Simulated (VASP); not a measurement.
A run of VASP 6.6.1:

INCAR

```
PREC = Accurate ; ENCUT = 600
EDIFF = 1E-6 ; ISMEAR = 0
SIGMA = 0.01 ; LREAL = False
LASPH = True ; NELM = 100
ALGO = Normal ; ISIF = 3
LWAVE = False ; LCHARG = False
GGA = PE ; IBRION = 2
NSW = 80 ; EDIFFG = -0.001
```

The input KPOINTS:

```
Automatic mesh
0
Gamma
  10 10 10
```

Contents of POSCAR:

```
BAs
1.0
    0.0000000000      2.4044111851      2.4044111851
    2.4044111851      0.0000000000      2.4044111851
    2.4044111851      2.4044111851      0.0000000000
B As
1 1
Direct
    0.0000000000      0.0000000000      0.0000000000
    0.2500000000      0.2500000000      0.2500000000
```

Potentials or basis: VASP PAW PBE potentials, release 64 (B, As).

Command:

```bash
$ cat potpaw_PBE.64/B/POTCAR potpaw_PBE.64/As/POTCAR > POTCAR
$ mpirun -np 1 vasp_std > vasp.out
```

Hardware: 1 thread of AMD EPYC 9R45 96-Core Processor (Zen 5), on a shared host.

**Question.** How long does it take, and how much memory?

**Answer.** Wall time 17 s on 1 thread of AMD EPYC 9R45 96-Core Processor (Zen 5), on a shared host, peak memory 0.14 GiB. Counts: scf iterations 22, k points 47, ion steps 3.
